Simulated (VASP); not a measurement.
# YSi2Ir2: structure and properties in VASP, part 4 of 4

Wanted: the relaxed cell of YSi2Ir2 and its properties. The start is a computed cell from the Materials Project.

VASP 6.6.1; LDA; plane waves and PAW (Y_sv, Si, Ir).

Still holding for the runs below: This run has no spin polarisation. Its electron count is odd, so without a moment it is a metal by construction. The k-mesh is coarse for a metal.

So far. Step 10 (Volume scan with LDA, volume scale 1): The run ends at a pressure of -0.01 GPa, with forces up to 0.0063 eV/Å.

### Step 11. Volume scan with LDA, volume scale 1.02

The input, INCAR:

```
SYSTEM = YSi2Ir2
PREC = Accurate
ENCUT = 400
EDIFF = 1E-06
NELM = 100
ISMEAR = 1
SIGMA = 0.2
LREAL = .FALSE.
ALGO = Normal
GGA = CA
NBANDS = 24
LASPH = .TRUE.
LORBIT = 11
LWAVE = .FALSE.
LCHARG = .FALSE.
KPAR = 4
ISIF = 2
```

The input, POSCAR:

```
YSi2Ir2
1.0
   -4.0440290891      0.0000000000      0.0000000000
    0.0000000000      4.0440290891      0.0000000000
    2.0220145445     -2.0220145445     -4.9638715925
Y Si Ir
1 2 2
Direct
    0.0000000000      0.0000000000      0.0000000000
    0.3792189320      0.3792189320      0.7584378640
    0.6207810680      0.6207810680      0.2415621360
    0.7500000000      0.2500000000      0.5000000000
    0.2500000000      0.7500000000      0.5000000000
```

The input, KPOINTS:

```
Automatic mesh
0
Gamma
5 5 5
0 0 0
```

The projector-augmented-wave data sets are Y_sv, Si and Ir (LDA family, release 64).

Started as:

```bash
> mpirun -np 4 vasp_std
```

Log:

```text
[... set-up lines as in an earlier step ...]
 entering main loop
       N       E                     dE             d eps       ncg     rms          rms(c)
DAV:   1     0.223353767089E+03    0.22335E+03   -0.14409E+04   864   0.120E+03
DAV:   2    -0.278480677860E+02   -0.25120E+03   -0.24009E+03   864   0.358E+02
DAV:   3    -0.468260723072E+02   -0.18978E+02   -0.18456E+02  1240   0.799E+01
DAV:   4    -0.475963849162E+02   -0.77031E+00   -0.76866E+00  1384   0.185E+01
[...]
DAV:  11    -0.452432230680E+02    0.45071E-04   -0.39191E-04  1296   0.142E-01    0.814E-02
DAV:  12    -0.452432184714E+02    0.45966E-05   -0.37613E-05  1232   0.480E-02    0.177E-02
DAV:  13    -0.452432183200E+02    0.15146E-06   -0.51830E-06  1168   0.154E-02
   1 F= -.45243218E+02 E0= -.45239627E+02  d E =-.107733E-01
```

Run time: 10 s. Hardware: 4 MPI ranks of Intel Xeon Platinum 8259CL at 2.50GHz (Skylake/Cascade Lake), shared host; peak memory 0.67 GiB.

OUTCAR, selected parts (step 11):

```text
  Total       -2.1177533     -2.1177533     -1.9602129      0.0000000      0.0000000     -0.0000000
  in kB      -41.7962064    -41.7962064    -38.6869722      0.0000000      0.0000000     -0.0000000
  external PRESSURE =     -40.7597950 kB  Pullay stress =       0.0000000 kB

 POSITION                                       TOTAL-FORCE (eV/Angst)
 -----------------------------------------------------------------------------------
      0.00000      0.00000      0.00000        -0.000000      0.000000     -0.000000
     -0.00000      0.00000     -3.76479         0.000000     -0.000000      0.195764
     -2.02201      2.02201     -1.19908        -0.000000      0.000000     -0.195764
     -2.02201      0.00000     -2.48194         0.000000      0.000000     -0.000000
     -0.00000      2.02201     -2.48194         0.000000     -0.000000     -0.000000
 -----------------------------------------------------------------------------------
    total drift:                               -0.000000      0.000000     -0.000000

  FREE ENERGIE OF THE ION-ELECTRON SYSTEM (eV)
  ---------------------------------------------------
  free  energy   TOTEN  =       -45.2432183200 eV

  energy  without entropy=      -45.2324449874  energy(sigma->0) =      -45.23962721

[... 1 part as in an earlier step ...]

[... 2 further parts left out ...]
[key lines of the parts left out:]
E-fermi :   8.3095
```

The pressure falls from -0.01 to -4.08 GPa.

The run ends at a pressure of -4.08 GPa, with forces up to 0.20 eV/Å.

### Step 12. Volume scan with LDA, volume scale 1.04

INCAR is that of step 11.

POSCAR: that of step 11 with these lines changed.

```diff
@@ -2,5 +2,5 @@
 1.0
-   -4.0440290891      0.0000000000      0.0000000000
-    0.0000000000      4.0440290891      0.0000000000
-    2.0220145445     -2.0220145445     -4.9638715925
+   -4.0702897541      0.0000000000      0.0000000000
+    0.0000000000      4.0702897541      0.0000000000
+    2.0351448770     -2.0351448770     -4.9961054281
 Y Si Ir
```

KPOINTS is that of step 11.

Started as:

```bash
> mpirun -np 4 vasp_std
```

Log:

```text
[... set-up lines as in an earlier step ...]
 entering main loop
       N       E                     dE             d eps       ncg     rms          rms(c)
DAV:   1     0.226780153684E+03    0.22678E+03   -0.14352E+04   864   0.118E+03
DAV:   2    -0.286339004823E+02   -0.25541E+03   -0.24446E+03   864   0.360E+02
DAV:   3    -0.468038177907E+02   -0.18170E+02   -0.17700E+02  1288   0.801E+01
DAV:   4    -0.475324619319E+02   -0.72864E+00   -0.72721E+00  1328   0.175E+01
[...]
DAV:  11    -0.451848729854E+02    0.50034E-04   -0.44170E-04  1280   0.150E-01    0.851E-02
DAV:  12    -0.451848681438E+02    0.48416E-05   -0.41685E-05  1288   0.534E-02    0.177E-02
DAV:  13    -0.451848678403E+02    0.30351E-06   -0.56409E-06  1144   0.166E-02
   1 F= -.45184868E+02 E0= -.45181295E+02  d E =-.107187E-01
```

Elapsed: 10 s, on 4 MPI ranks; peak memory 0.67 GiB.

OUTCAR, selected parts (step 12):

```text
  Total       -4.0903355     -4.0903355     -3.7666908      0.0000000      0.0000000     -0.0000000
  in kB      -79.1748526    -79.1748526    -72.9102032      0.0000000      0.0000000     -0.0000000
  external PRESSURE =     -77.0866361 kB  Pullay stress =       0.0000000 kB

 POSITION                                       TOTAL-FORCE (eV/Angst)
 -----------------------------------------------------------------------------------
      0.00000      0.00000      0.00000        -0.000000      0.000000     -0.000000
     -0.00000      0.00000     -3.78924         0.000000     -0.000000      0.369362
     -2.03514      2.03514     -1.20687        -0.000000      0.000000     -0.369362
     -2.03514      0.00000     -2.49805         0.000000     -0.000000     -0.000000
     -0.00000      2.03514     -2.49805        -0.000000      0.000000     -0.000000
 -----------------------------------------------------------------------------------
    total drift:                               -0.000000      0.000000     -0.000000

  FREE ENERGIE OF THE ION-ELECTRON SYSTEM (eV)
  ---------------------------------------------------
  free  energy   TOTEN  =       -45.1848678403 eV

  energy  without entropy=      -45.1741490968  energy(sigma->0) =      -45.18129493

[... 1 part as in an earlier step ...]

[... 2 further parts left out ...]
[key lines of the parts left out:]
E-fermi :   8.0909
```

The pressure falls from -4.08 to -7.71 GPa.

The run ends at a pressure of -7.71 GPa, with forces up to 0.37 eV/Å.

### Step 13. Volume scan with LDA, volume scale 1.06

A prediction first. A parabola through the 6 pressures of evenly scaled cells so far, P = -0.03 -215.3 t +504 t² GPa with t = ln(V/V₁) and V₁ the volume at scale 1, gives -10.86 GPa at t = +0.0583.

INCAR is that of step 12.

POSCAR: that of step 12 with these lines changed.

```diff
@@ -2,5 +2,5 @@
 1.0
-   -4.0702897541      0.0000000000      0.0000000000
-    0.0000000000      4.0702897541      0.0000000000
-    2.0351448770     -2.0351448770     -4.9961054281
+   -4.0962158655      0.0000000000      0.0000000000
+    0.0000000000      4.0962158655      0.0000000000
+    2.0481079327     -2.0481079327     -5.0279286137
 Y Si Ir
```

KPOINTS is that of step 12.

Started as:

```bash
> mpirun -np 4 vasp_std
```

Log:

```text
[... set-up lines as in an earlier step ...]
 entering main loop
       N       E                     dE             d eps       ncg     rms          rms(c)
DAV:   1     0.216915141256E+03    0.21692E+03   -0.14367E+04   864   0.119E+03
DAV:   2    -0.283206699673E+02   -0.24524E+03   -0.23378E+03   864   0.351E+02
DAV:   3    -0.467286465750E+02   -0.18408E+02   -0.17899E+02  1240   0.791E+01
DAV:   4    -0.474300166279E+02   -0.70137E+00   -0.70020E+00  1344   0.174E+01
[...]
DAV:  11    -0.450923511183E+02    0.53106E-04   -0.45497E-04  1304   0.153E-01    0.822E-02
DAV:  12    -0.450923468850E+02    0.42333E-05   -0.40277E-05  1256   0.538E-02    0.170E-02
DAV:  13    -0.450923465188E+02    0.36618E-06   -0.59878E-06  1176   0.166E-02
   1 F= -.45092347E+02 E0= -.45088804E+02  d E =-.106269E-01
```

The job ended after 9.4 s (4 MPI ranks; peak memory 0.67 GiB).

From OUTCAR (step 13):

```text
  Total       -5.9269638     -5.9269638     -5.4555215      0.0000000      0.0000000     -0.0000000
  in kB     -112.5610370   -112.5610370   -103.6077116      0.0000000      0.0000000     -0.0000000
  external PRESSURE =    -109.5765952 kB  Pullay stress =       0.0000000 kB

 POSITION                                       TOTAL-FORCE (eV/Angst)
 -----------------------------------------------------------------------------------
      0.00000      0.00000      0.00000         0.000000     -0.000000     -0.000000
     -0.00000      0.00000     -3.81337         0.000000     -0.000000      0.528556
     -2.04811      2.04811     -1.21456        -0.000000      0.000000     -0.528556
     -2.04811      0.00000     -2.51396        -0.000000     -0.000000      0.000000
     -0.00000      2.04811     -2.51396         0.000000      0.000000     -0.000000
 -----------------------------------------------------------------------------------
    total drift:                               -0.000000      0.000000     -0.000000

  FREE ENERGIE OF THE ION-ELECTRON SYSTEM (eV)
  ---------------------------------------------------
  free  energy   TOTEN  =       -45.0923465188 eV

  energy  without entropy=      -45.0817195727  energy(sigma->0) =      -45.08880420

[... 1 part as in an earlier step ...]

[... 2 further parts left out ...]
[key lines of the parts left out:]
E-fermi :   7.8799
```

The pressure falls from -7.71 to -10.96 GPa. The parabola predicted -10.86 GPa, +0.10 GPa off.

### Step 14. Comparing the runs

Times are for 4 MPI ranks of Intel Xeon Platinum 8259CL at 2.50GHz (Skylake/Cascade Lake), shared host. The runs compared:

| no. | volume scale | energy above the lowest point (meV/atom) | pressure (GPa) | time | memory (GiB) |
| --- | --- | --- | --- | --- | --- |
| 1 | 0.94 | 43.25 | 15.24 | 9 s | 0.67 |
| 2 | 0.96 | 18.56 | 9.586 | 9.8 s | 0.65 |
| 3 | 0.98 | 4.52 | 4.522 | 9.8 s | 0.66 |
| 4 | 1 | 0 | -0.01346 | 9.8 s | 0.67 |
| 5 | 1.02 | 4.03 | -4.076 | 10 s | 0.67 |
| 6 | 1.04 | 15.7 | -7.709 | 10 s | 0.67 |
| 7 | 1.06 | 34.2 | -10.96 | 9.4 s | 0.67 |

### Step 15. Fit for LDA

This step: Birch-Murnaghan fit, LDA; plane waves and PAW (VASP 6.6.1).

No new run; the numbers come from the runs before.

This step gave:

- pressure derivative of the bulk modulus: 4.528
- r.m.s. error of the fit: 3.95e-6 eV/atom
- minimum inside the sampled range: yes
- bulk modulus: 214.3 GPa
- equilibrium volume of the fit: 15.92 Å³/atom

Table of energy above the fitted minimum by volume:

| volume (Å³/atom) | energy above the fitted minimum (eV/atom) |
| --- | --- |
| 14.963 | 0.0432 |
| 15.281 | 0.0186 |
| 15.599 | 0.00451 |
| 15.918 | -7.4e-6 |
| 16.236 | 0.00402 |
| 16.554 | 0.0157 |
| 16.873 | 0.0342 |

The fitted volume lies +0.02 % from the relaxed one. The atoms bear forces along the scan, since they were held; freeing them would lower the modulus.

### Step 16. Outcome

```
relaxed volume                            : 15.92 Å³/atom
relaxed conventional cell a, b, c         : 4.017, 4.017, 9.862 Å
space group after relaxing, within 0.02 Å : I4/mmm (No. 139)
band gap                                  : none, a metal
DOS at the Fermi level                    : 2.32 states/eV/cell
bulk modulus from the fit                 : 214 GPa
volume from the fit                       : 15.9 Å³/atom
```

**Reading.** With LDA, YSi2Ir2 relaxes to 15.92 Å³/atom in space group I4/mmm (held by the symmetry of the run), comes out as a metal and has a bulk modulus of 214 GPa at fixed shape and positions, an upper bound. Bands along the symmetry lines (LDA): Of the bands kept, 2 cross the Fermi level on this path. Spin-orbit coupling is left out, and with elements this heavy it would split and shift bands near the Fermi level. The k-sampling is coarse for a metal, so the Fermi level, pressures and the shape of the cell carry errors. With an odd electron count and no spin the cell is a metal by construction. No search among competing phases was made, and a listed structure need not be the one stable at ambient conditions. All values are for a static lattice at zero temperature.

[Lines on the potential files, build, host, timing and source positions are cut from VASP's logs without a mark.]

[Logs are printed without paths, hosts, clocks, repeated set-up lines and the standing remarks that a program may print on its own settings, such as how far it seeks lower states.]

[Hosts, paths, dates, database ids (printed as entryN), source tags and the programs' standing remarks are cut or masked in the printed files.]

[A measured line is paired with the nearest computed mode of its activity, which favours agreement.]
